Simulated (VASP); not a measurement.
Input:

```
MoSi2
1.0
   -1.59473     1.59473     3.91705
    1.59473    -1.59473     3.91705
    1.59473     1.59473    -3.91705
Si Mo
2 1
Direct
  0.66544   0.66544   0.00000
  0.33456   0.33456   0.00000
  0.00000   0.00000   0.00000
```

All values below come from revTPSS meta-GGA, VASP's PBE PAW potentials (set 64) (plane waves; VASP 6.6.1). Numerical set-up: 520 eV cut-off, 15×15×15 Γ-centred mesh, tetrahedra with Blöchl corrections, potentials Si Mo_sv.

The cores are frozen, which limits the accuracy of field gradients.

### Question
Give the principal components of the electric field gradient (V/Å²) and the asymmetry η at each nucleus.

### Answer

```
atom   Vxx   Vyy    Vzz     η
----  ----  ----  -----  ----
Si1    6.0   6.0  -12.0  0.00
Si2    6.0   6.0  -12.0  0.00
Mo3   28.3  28.3  -56.7  0.00
```

The compound is MoSi2 in the MoSi2 type structure. It was relaxed first.
